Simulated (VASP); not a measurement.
Here is the system:

```yaml
crystal:
  lattice:
    - [2.80233, 0.00000, 0.00000]
    - [-1.40117, 2.42689, 0.00000]
    - [0.00000, 0.00000, 4.43641]
  atoms:
    - { symbol: O, position: [0.00000, 0.00000, 0.00000] }
    - { symbol: Cu, position: [0.33333, 0.66667, 0.29120] }
    - { symbol: Cu, position: [0.66667, 0.33333, 0.70880] }
```

Computed with PBEsol GGA, VASP's PBE PAW potentials (set 64) (plane waves; VASP 6.6.1). Settings: 520 eV cut-off, 14×14×8 Γ-centred mesh, tetrahedra with Blöchl corrections, potentials O Cu.

The cores are frozen, which limits the accuracy of field gradients.

### Question
Give the principal components of the electric field gradient (V/Å²) and the asymmetry η at each nucleus.

### Answer

```tsv
atom	Vxx	Vyy	Vzz	η
O1	-26.2	-26.2	52.4	0.00
Cu2	4.5	4.5	-9.0	0.00
Cu3	4.5	4.5	-9.0	0.00
```

The structure was generated: Cu2O was put into the CdI2 type (P-3m1), which need not be its known phase. It was relaxed first, which changed the volume by +12 %.
